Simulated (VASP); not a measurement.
Given:

```xyz
3
Lattice="0.0000 2.5362 2.5362 2.5362 0.0000 2.5362 2.5362 2.5362 0.0000" Properties=species:S:1:pos:R:3 pbc="T T T"
Hf     0.0000     0.0000     0.0000
O      1.2681     1.2681     1.2681
O      3.8043     3.8043     3.8043
```

Method: PBE GGA, VASP's PBE PAW potentials (set 64) (plane waves; VASP). Run with 520 eV cut-off, 8×8×8 Γ-centred mesh, Gaussian smearing of 0.010 eV, potentials Hf_pv O.

Question: Give the electronic dielectric tensor ε∞ (DFPT, local fields included).

Answer: 
```
5.25  0.00  0.00
0.00  5.25  0.00
0.00  0.00  5.25
```

Question: Give the Born effective charges.

Answer: 
```
atom   Z*xx   Z*yy   Z*zz   mean
----  -----  -----  -----  -----
Hf1    5.51   5.51   5.51   5.51
O2    -2.76  -2.76  -2.76  -2.76
O3    -2.76  -2.76  -2.76  -2.76
```

Question: And the static tensor with the ions free?

Answer: 
```
38.7  0.00  0.00
0.00  38.7  0.00
0.00  0.00  38.7
```

Question: Which frequencies do the optical Γ-point modes have (no LO-TO splitting)?

Answer: 225 (×3), 572 (×3) cm⁻¹.

The compound is HfO2 in the fluorite structure, the high-temperature cubic form, which is unstable at 0 K; the monoclinic form is the stable one. It was relaxed first.
